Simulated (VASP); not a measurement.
Energy against volume of KZnF3 (cubic perovskite). Computed with MS2 meta-GGA, VASP's PBE PAW potentials (set 64) (plane waves; VASP 6.6.1). Settings: 520 eV cut-off, 6×6×6 Γ-centred mesh, Gaussian smearing of 0.050 eV, potentials K_sv Zn F.

| V (Å³/atom) | E (eV/atom) |
|---|---|
| 12.535 | -6.95481 |
| 12.935 | -6.96666 |
| 13.335 | -6.96989 |
| 13.735 | -6.96756 |

Fit these four points and predict the energy of the run at 14.135 Å³/atom.

A cubic in V^(−2/3), the third-order Birch-Murnaghan form, passes through the four points with V0 = 13.34 Å³/atom and B0 = 73 GPa, and gives -6.9620 eV/atom there. The run gave -6.9593 eV/atom, +2.7 meV/atom from the fit; all five points give B0 = 85 GPa.

The compound is KZnF3 in the cubic perovskite structure. It was relaxed first.
